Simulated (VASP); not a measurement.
Ag2O (cuprite): the band gap from VASP (plane waves, PAW) at several levels of theory. Gaps are without spin-orbit coupling. Each level names its cell: its own relaxed one, PBE's, or the starting one. A gap is the smallest over the k-mesh and a band path; hybrids may have named points in place of the path, and GW has the mesh alone.

```json
[
 {"level": "LDA (own cell)", "band gap (eV)": "0.11"},
 {"level": "PBE (own cell)", "band gap (eV)": "0 (metallic)"},
 {"level": "PBEsol (own cell)", "band gap (eV)": "0 (metallic)"}
]
```

The cell of the LDA (own cell) run:

```cif
data_Ag4O2
_chemical_formula_sum 'Ag4 O2'
_space_group_name_H-M_alt 'Pn-3m :1'
_space_group_IT_number 224
_space_group_name_Hall 'P 4n 2 3 -1n'
_cell_length_a 4.63978
_cell_length_b 4.63978
_cell_length_c 4.63978
_cell_angle_alpha 90.000
_cell_angle_beta 90.000
_cell_angle_gamma 90.000
loop_
_atom_site_label
_atom_site_type_symbol
_atom_site_symmetry_multiplicity
_atom_site_Wyckoff_symbol
_atom_site_fract_x
_atom_site_fract_y
_atom_site_fract_z
_atom_site_occupancy
Ag1 Ag 4 b 0.25000 0.25000 0.25000 1
O1 O 2 a 0.00000 0.00000 0.00000 1
```

Only levels that ran to the end are used. Left out are those held back, those with too coarse a band path, GW runs whose mesh misses a band edge, hybrids' fits of cells that aren't cubic and levels without matching references; a question may draw on a part of the rest.

The compound is Ag2O in the cuprite structure.
